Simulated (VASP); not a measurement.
Runs of VASP 6.6.1 on Cl2C. The cell holds a molecule in a box, 3 atoms: a = 12.000 Å, b = 11.000 Å, c = 11.000 Å, α = 90.00°, β = 90.00°, γ = 90.00°. 

| task | level | potentials or basis | cutoff (eV) | grid for exact exchange (PRECFOCK) | exchange at q = 0 | gap on the mesh (eV) | largest force (eV/Å) |
| --- | --- | --- | --- | --- | --- | --- | --- |
| single point | r2SCAN | VASP PAW PBE potentials, release 64 (Cl, C) | 520 | - | - | 2.24 | 0.21 |
| single point | r2SCAN0 | VASP PAW PBE potentials, release 64 (Cl, C_s) | 400 | Fast | default | (a) | 0.20 |
| electron localisation function | PBE | VASP PAW PBE potentials, release 64 (Cl, C) | 520 | - | - | 1.81 | (b) |
| single point | optB88-vdW | VASP PAW PBE potentials, release 64 (Cl, C) | 520 | - | - | 1.86 | 0.48 |
| single point | r2SCAN+D4 | VASP PAW PBE potentials, release 64 (Cl, C) | 520 | - | - | 2.24 | 0.21 |

Alike in all rows: no spin polarisation; cell as given; k mesh 1 × 1 × 1; smearing gaussian 0.01 eV.

Question: Fill in the values left out.

Answer: (a) 4.45; (b) 0.40.

Caveats: the PAW data sets were made with another functional, which shifts forces and pressure a little (some runs).

A k mesh can miss the band edges.

Not every run made on this cell is shown here.
